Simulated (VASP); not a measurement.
Given:

```xyz
2
Lattice="0.0000 2.0435 2.0435 2.0435 0.0000 2.0435 2.0435 2.0435 0.0000" Properties=species:S:1:pos:R:3 pbc="T T T"
N      0.0000     0.0000     0.0000
Cu     2.0435     2.0435     2.0435
```

Computed with PBEsol GGA, VASP's PBE PAW potentials (set 64) (plane waves; VASP 6.6.1). Settings: 600 eV cut-off, 14×14×14 Γ-centred mesh, first-order Methfessel-Paxton smearing of 0.10 eV, potentials N Cu.

Question: Predict the energy per atom (σ→0), pressure, band gap (on the k-mesh) with the smallest direct gap where there is one.

Answer: 
The band gap (on the k-mesh) is none (metal, semimetal or under 0.01 eV). The energy per atom (σ→0) is -5.544 eV/atom and the pressure is 5.02 GPa.

The structure was generated: CuN was put into the rocksalt type (Fm-3m), which need not be its known phase. It was relaxed first under an external pressure of 5 GPa.
